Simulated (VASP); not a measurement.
**SrTiO3: cell size against the level of theory**

Which functional gives the lattice of SrTiO3 as experiment finds it, and is a dearer one worth its cost? The levels: PBE, LDA, r2SCAN and PBE + D3(BJ). The start is a cell from a database of measured crystal structures.

Calculated with VASP 6.6.1; PBE; plane waves and PAW (Sr_sv, Ti_sv, O), in the first sound run; inputs show where later runs differ.

Experimental background.

“Unidirectional charge orders induced by oxygen vacancies on SrTiO3(001)” (2024, arxiv:2405.19788) quotes from earlier work for SrTiO3, cubic perovskite (pristine bulk, literature value, 300 K): lattice constant a (cubic lattice parameter of bulk) 3.905 Å [literature room-temperature bulk value quoted in the introduction].

**1. Set-up**

Before any relaxation, the start is as follows. It takes space group Pm-3m (No. 221, cubic). The conventional cell has a = 3.899 Å, b = 3.899 Å, c = 3.899 Å, α = 90.00°, β = 90.00°, γ = 90.00°. Nearest to Sr lie 12 O at 2.76 Å. Nearest to Ti lie 6 O at 1.95 Å. O has 2 Ti at 1.95 Å and 4 Sr at 2.76 Å nearest. Farther neighbours and most contacts between anions are not listed.

Structure file:

```cif
data_structure
_symmetry_space_group_name_H-M 'Pm-3m'
_symmetry_Int_Tables_number 221
_cell_length_a 3.8990
_cell_length_b 3.8990
_cell_length_c 3.8990
_cell_angle_alpha 90.000
_cell_angle_beta 90.000
_cell_angle_gamma 90.000
_cell_volume 59.27
loop_
_atom_site_label
_atom_site_type_symbol
_atom_site_symmetry_multiplicity
_atom_site_Wyckoff_symbol
_atom_site_fract_x
_atom_site_fract_y
_atom_site_fract_z
_atom_site_occupancy
Sr1 Sr 1 b 0.50000 0.50000 0.50000 1
Ti1 Ti 1 a 0.00000 0.00000 0.00000 1
O1 O 3 d 0.50000 0.00000 0.00000 1
```

**2. Relaxation with PBE**

Properties are meant for the cell that this level of theory prefers, so cell and atoms are relaxed first (ISIF = 3) until forces and stress are small; EDIFFG sets the threshold. PBE, the usual starting point, adds the gradient of the density.

File INCAR:

```
SYSTEM = SrTiO3
PREC = Accurate
ENCUT = 560
EDIFF = 1E-06
NELM = 100
ISMEAR = -1
SIGMA = 0.05
LREAL = .FALSE.
ALGO = Normal
GGA = PE
NBANDS = 26
LASPH = .TRUE.
LORBIT = 11
LWAVE = .FALSE.
LCHARG = .FALSE.
KPAR = 2
IBRION = 2
NSW = 60
ISIF = 3
EDIFFG = -0.01
```

File POSCAR:

```
SrTiO3
1.0
    3.8990000000      0.0000000000      0.0000000000
    0.0000000000      3.8990000000      0.0000000000
    0.0000000000      0.0000000000      3.8990000000
Sr Ti O
1 1 3
Direct
    0.5000000000      0.5000000000      0.5000000000
    0.0000000000      0.0000000000      0.0000000000
    0.5000000000      0.0000000000      0.0000000000
    0.0000000000      0.5000000000      0.0000000000
    0.0000000000      0.0000000000      0.5000000000
```

File KPOINTS:

```
Automatic mesh
0
Gamma
6 6 6
0 0 0
```

The projector-augmented-wave data sets are Sr_sv, Ti_sv and O (PBE family, release 64).

On the command line:

```console
mpirun -np 2 vasp_std
```

The log of the run:

```text
[banner, memory and clock lines left out]
running    2 mpi-ranks, on    1 nodes
 distrk:  each k-point on    1 cores,    2 groups
 distr:  one band on    1 cores,    1 groups

 POSCAR found type information on POSCAR SrTiO
 POSCAR found :  3 types and       5 ions
 LDA part: xc-table for (Slater+PW92), standard interpolation
 POSCAR, INCAR and KPOINTS ok, starting setup
 FFT: planning ... GRIDC
 FFT: planning ... GRID_SOFT
 FFT: planning ... GRID
 WAVECAR not read
 entering main loop
       N       E                     dE             d eps       ncg     rms          rms(c)
DAV:   1     0.437341602698E+03    0.43734E+03   -0.21600E+04  1040   0.176E+03
DAV:   2    -0.764590907097E+01   -0.44499E+03   -0.43216E+03  1228   0.469E+02
DAV:   3    -0.477647325896E+02   -0.40119E+02   -0.38978E+02  1206   0.141E+02
DAV:   4    -0.502968376785E+02   -0.25321E+01   -0.25296E+01  1768   0.294E+01
DAV:   5    -0.503324273726E+02   -0.35590E-01   -0.35568E-01  1350   0.327E+00    0.268E+01
DAV:   6    -0.400172613019E+02    0.10315E+02   -0.60181E+01  1498   0.698E+01    0.151E+01
DAV:   7    -0.401302589660E+02   -0.11300E+00   -0.84717E+00  1330   0.216E+01    0.109E+01
DAV:   8    -0.401193329091E+02    0.10926E-01   -0.15438E+00  1274   0.129E+01    0.266E+00
DAV:   9    -0.400761792495E+02    0.43154E-01   -0.35992E-01  1374   0.560E+00    0.102E+00
DAV:  10    -0.400772037881E+02   -0.10245E-02   -0.12453E-01  1270   0.231E+00    0.852E-01
DAV:  11    -0.400684095955E+02    0.87942E-02   -0.37574E-02  1604   0.193E+00    0.144E-01
DAV:  12    -0.400683841736E+02    0.25422E-04   -0.19181E-03  1282   0.403E-01    0.886E-02
DAV:  13    -0.400683676661E+02    0.16507E-04   -0.28724E-04  1666   0.202E-01    0.715E-02
DAV:  14    -0.400683525465E+02    0.15120E-04   -0.37233E-04  1184   0.121E-01    0.306E-02
DAV:  15    -0.400683483979E+02    0.41486E-05   -0.81577E-05  1292   0.942E-02    0.163E-02
DAV:  16    -0.400683470111E+02    0.13868E-05   -0.10600E-05  1234   0.381E-02    0.466E-03
DAV:  17    -0.400683470241E+02   -0.12912E-07   -0.82839E-07   830   0.822E-03
   1 F= -.40068347E+02 E0= -.40068347E+02  d E =-.400683E+02
 curvature:   0.00 expect dE= 0.000E+00 dE for cont linesearch  0.000E+00
 trial: gam= 0.00000 g(F)=  0.000E+00 g(S)=  0.135E+00 ort = 0.000E+00 (trialstep = 0.100E+01)
 search vector abs. value=  0.135E+00
 bond charge predicted
       N       E                     dE             d eps       ncg     rms          rms(c)
DAV:   1    -0.410903322842E+02   -0.10220E+01   -0.28589E+01  1210   0.540E+01    0.896E+00
DAV:   2    -0.402075993391E+02    0.88273E+00   -0.33623E+00  1210   0.172E+01    0.321E+00
DAV:   3    -0.400799747518E+02    0.12762E+00   -0.97736E-01  1078   0.575E+00    0.189E+00
DAV:   4    -0.400591089321E+02    0.20866E-01   -0.21217E-01  1540   0.372E+00    0.135E+00
DAV:   5    -0.400680548533E+02   -0.89459E-02   -0.42176E-02  1750   0.139E+00    0.107E+00
DAV:   6    -0.400718083773E+02   -0.37535E-02   -0.10771E-02  1414   0.553E-01    0.583E-01
DAV:   7    -0.400744622416E+02   -0.26539E-02   -0.49961E-03  1512   0.331E-01    0.145E-01
DAV:   8    -0.400748609248E+02   -0.39868E-03   -0.99424E-04  1426   0.172E-01    0.545E-02
DAV:   9    -0.400748678508E+02   -0.69260E-05   -0.19605E-04  1372   0.841E-02    0.174E-02
DAV:  10    -0.400748686461E+02   -0.79531E-06   -0.11633E-05  1520   0.249E-02    0.230E-03
DAV:  11    -0.400748686533E+02   -0.71932E-08   -0.80736E-07   714   0.564E-03
   2 F= -.40074869E+02 E0= -.40074869E+02  d E =-.652163E-02
 trial-energy change:   -0.006522  1 .order   -0.009876   -0.134520    0.114769
 step:   0.5195(harm=  0.5396)  dis= 0.00000  next Energy=   -40.102816 (dE=-0.345E-01)
 bond charge predicted
       N       E                     dE             d eps       ncg     rms          rms(c)
DAV:   1    -0.403417312937E+02   -0.26686E+00   -0.66347E+00  1204   0.252E+01    0.432E+00
DAV:   2    -0.401301966840E+02    0.21153E+00   -0.72738E-01  1208   0.766E+00    0.148E+00
DAV:   3    -0.400974275248E+02    0.32769E-01   -0.18253E-01  1222   0.275E+00    0.467E-01
DAV:   4    -0.400996653566E+02   -0.22378E-02   -0.41138E-02  1498   0.102E+00    0.447E-01
DAV:   5    -0.401001792057E+02   -0.51385E-03   -0.28550E-03  1646   0.450E-01    0.340E-01
DAV:   6    -0.401019295894E+02   -0.17504E-02   -0.28172E-03  1308   0.303E-01    0.147E-01
DAV:   7    -0.401024229347E+02   -0.49335E-03   -0.18061E-03  1600   0.253E-01    0.293E-02
DAV:   8    -0.401024606090E+02   -0.37674E-04   -0.24281E-04  1414   0.715E-02    0.168E-02
DAV:   9    -0.401024633301E+02   -0.27210E-05   -0.11754E-05  1438   0.170E-02    0.119E-02
DAV:  10    -0.401024658616E+02   -0.25316E-05   -0.26429E-06  1088   0.153E-02    0.517E-03
DAV:  11    -0.401024656828E+02    0.17882E-06   -0.55995E-07   730   0.497E-03
   3 F= -.40102466E+02 E0= -.40102466E+02  d E =-.341187E-01
 curvature:  -0.27 expect dE=-0.301E-08 dE for cont linesearch -0.301E-08
 trial: gam= 0.00000 g(F)=  0.273E-66 g(S)=  0.112E-07 ort =-0.388E-04 (trialstep = 0.904E+00)
 search vector abs. value=  0.113E-07
 reached required accuracy - stopping structural energy minimisation
```

Elapsed: 58 s, on 2 MPI ranks of AMD EPYC 7R43, shared host; peak memory 0.32 GiB; 1.9 min of CPU time.

Lines that name or quote the potential files are left out of all logs, and their timing lines are given in words.

OUTCAR, selected parts (step 2):

```text
ion  position               nearest neighbor table
   1  0.500  0.500  0.500-   3 2.76   4 2.76   5 2.76   3 2.76   4 2.76   3 2.76   5 2.76   3 2.76
                             4 2.76   5 2.76   4 2.76   5 2.76   2 3.38   2 3.38   2 3.38   2 3.38
   2  0.000  0.000  0.000-   3 1.95   4 1.95   5 1.95   5 1.95   4 1.95   3 1.95   1 3.38   1 3.38
                             1 3.38   1 3.38   1 3.38   1 3.38   1 3.38   1 3.38
   3  0.500  0.000  0.000-   2 1.95   2 1.95   1 2.76   1 2.76   1 2.76   1 2.76
   4  0.000  0.500  0.000-   2 1.95   2 1.95   1 2.76   1 2.76   1 2.76   1 2.76
   5  0.000  0.000  0.500-   2 1.95   2 1.95   1 2.76   1 2.76   1 2.76   1 2.76

  LATTYP: Found a simple cubic cell.
 ALAT       =     3.8990000000

 Subroutine GETGRP returns: Found 48 space group operations
 (whereof 48 operations were pure point group operations)

The static configuration has the point symmetry O_h .

 Found     20 irreducible k-points:

   k-points           NKPTS =     20   k-points in BZ     NKDIM =     20   number of bands    NBANDS=     26

   dimension x,y,z NGX =    30 NGY =   30 NGZ =   30
   dimension x,y,z NGXF=    60 NGYF=   60 NGZF=   60

   ENCUT  =  560.0 eV  41.16 Ry    6.42 a.u.   7.52  7.52  7.52*2*pi/ulx,y,z

   NELECT =      40.0000    total number of electrons

 k-points in reciprocal lattice and weights: Automatic mesh
   0.00000000  0.00000000  0.00000000       0.005
   0.16666667  0.00000000  0.00000000       0.028
   0.33333333  0.00000000  0.00000000       0.028
   0.50000000  0.00000000  0.00000000       0.014
   0.16666667  0.16666667  0.00000000       0.056
   0.33333333  0.16666667  0.00000000       0.111
   0.50000000  0.16666667  0.00000000       0.056
   0.33333333  0.33333333  0.00000000       0.056
   0.50000000  0.33333333  0.00000000       0.056
[...]
0.50000000  0.50000000  0.33333333       0.028
   0.50000000  0.50000000  0.50000000       0.005

 average (electrostatic) potential at core
       1 -34.8838       2 -76.7981       3 -69.6964       4 -69.6964       5 -69.6964

 E-fermi :   4.8525

 k-point     1 :       0.0000    0.0000    0.0000
  band No.  band energies     occupation
    ...
     16       2.8172      2.00000
     17       2.8172      2.00000
     18       3.5710      2.00000
     19       3.5710      2.00000
     20       3.5710      2.00000
     21       5.7450      0.00000
     22       5.7450      0.00000
     23       5.7450      0.00000
     24       8.0525      0.00000
     25       8.0525      0.00000
    ...

 k-point     2 :       0.1667    0.0000    0.0000
  band No.  band energies     occupation
    ...
     16       2.4879      2.00000
     17       2.5968      2.00000
     18       2.8388      2.00000
     19       3.4274      2.00000
     20       3.4274      2.00000
     21       5.7830      0.00000
     22       6.2930      0.00000
     23       6.2930      0.00000
     24       8.0559      0.00000
     25       8.7730      0.00000
    ...

 k-point     3 :       0.3333    0.0000    0.0000
  band No.  band energies     occupation
    ...
     16       1.9239      2.00000
     17       1.9239      2.00000
     18       2.2112      2.00000
     19       3.2682      2.00000
     20       3.2682      2.00000
     21       5.8614      0.00000
     22       7.1794      0.00000
     23       7.1794      0.00000
     24       8.0609      0.00000
     25       9.7729      0.00000
    ...

  Total       -0.0006211     -0.0006211     -0.0006211      0.0000000      0.0000000      0.0000000
  in kB       -0.0162571     -0.0162571     -0.0162571      0.0000000      0.0000000      0.0000000
  external PRESSURE =      -0.0162571 kB  Pullay stress =       0.0000000 kB

  energy-cutoff  :      560.00
  volume of cell :       61.22
      direct lattice vectors                 reciprocal lattice vectors
     3.941128153  0.000000000 -0.000000000     0.253734454 -0.000000000 -0.000000000
     0.000000000  3.941128153 -0.000000000    -0.000000000  0.253734454 -0.000000000
     0.000000000  0.000000000  3.941128153     0.000000000  0.000000000  0.253734454

 POSITION                                       TOTAL-FORCE (eV/Angst)
 -----------------------------------------------------------------------------------
      1.97056      1.97056      1.97056         0.000000      0.000000      0.000000
      0.00000      0.00000      0.00000        -0.000000     -0.000000      0.000000
      1.97056      0.00000     -0.00000        -0.000000     -0.000000      0.000000
      0.00000      1.97056     -0.00000        -0.000000     -0.000000      0.000000
      0.00000      0.00000      1.97056         0.000000      0.000000      0.000000
 -----------------------------------------------------------------------------------
    total drift:                                0.000000     -0.000000      0.000000

  FREE ENERGIE OF THE ION-ELECTRON SYSTEM (eV)
  ---------------------------------------------------
  free  energy   TOTEN  =       -40.1024656828 eV

  energy  without entropy=      -40.1024656807  energy(sigma->0) =      -40.10246568

 reached required accuracy - stopping structural energy minimisation

 total charge
# of ion       s       p       d       tot
------------------------------------------
    1        1.997   5.791   0.191   7.980
    2        2.223   6.300   1.728  10.251
    3        1.562   3.480   0.000   5.041
    4        1.562   3.480   0.000   5.041
    5        1.562   3.480   0.000   5.041
--------------------------------------------------
tot          8.905  22.531   1.919  33.355

[... 3 further parts left out ...]
```

CONTCAR:

```
SrTiO3
   1.00000000000000
     3.9411281529833335    0.0000000000000000   -0.0000000000000000
     0.0000000000000000    3.9411281529833335   -0.0000000000000000
     0.0000000000000000    0.0000000000000000    3.9411281529833335
  Sr              Ti              O
     1     1     3
Direct
     0.5000000000000000    0.5000000000000000    0.5000000000000000
     0.0000000000000000    0.0000000000000000    0.0000000000000000
     0.5000000000000000    0.0000000000000000    0.0000000000000000
     0.0000000000000000    0.5000000000000000    0.0000000000000000
     0.0000000000000000    0.0000000000000000    0.5000000000000000
```

The gap is read on the k-mesh alone, so it is an upper bound where the band edges lie off the mesh. The run keeps the 48 symmetry operations of its start, so it cannot find a distortion of lower symmetry.

The steps of the relaxation:

```tsv
step	energy less that of the first step (eV)	largest force (eV/Å)	pressure (GPa)	volume (Å³)
1	0.0000	0.0000	5.83	59.27
2	-0.0065	0.0000	-4.67	63.05
3	-0.0341	0.0000	0.00	61.22
```

```tsv
conventional cell, symmetrised	before	after	change
a (Å)	3.899	3.941	+1.1 %
b (Å)	3.899	3.941	+1.1 %
c (Å)	3.899	3.941	+1.1 %
volume (Å³/atom)	11.85	12.24	+3.3 %
```

The relaxed structure:

```
Sr Ti O
1.0
     3.94113    0.00000    0.00000
     0.00000    3.94113    0.00000
     0.00000    0.00000    3.94113
Sr Ti O
1 1 3
Direct
  0.50000 0.50000 0.50000
  0.00000 0.00000 0.00000
  0.50000 0.00000 0.00000
  0.00000 0.50000 0.00000
  0.00000 0.00000 0.50000
```

This step gave:

| Quantity | Value |
| --- | --- |
| electrons | 40 |
| bands | 26 |
| irreducible k-points | 20 |
| symmetry operations | 48 |
| free energy (TOTEN) | -40.10 eV |
| Fermi energy | 4.853 eV |
| pressure | -0.001626 GPa |
| metallic | no |
| valence top at k | 0.5, 0.5, 0.5 |
| conduction bottom at k | 0, 0, 0 |
| least direct gap at k | 0, 0, 0 |
| SCF cycles over all ionic steps | 39 |
| gap on the k-mesh | 1.804 eV |
| least direct gap on the k-mesh | 2.174 eV |

It ends with forces that vanish by symmetry and a pressure of 0.00 GPa. The volume lies +3.3 % from that of the database's start. The conventional cell has a = 3.941 Å.

[end of part 1 of 3]

[Lines on the potential files, build, host, timing and source positions are cut from VASP's logs without a mark.]

[Logs are printed without paths, hosts, clocks, repeated set-up lines and the standing remarks that a program may print on its own settings, such as how far it seeks lower states.]

[Hosts, paths, dates, database ids (printed as entryN), source tags and the programs' standing remarks are cut or masked in the printed files.]

[A measured line is paired with the nearest computed mode of its activity, which favours agreement.]
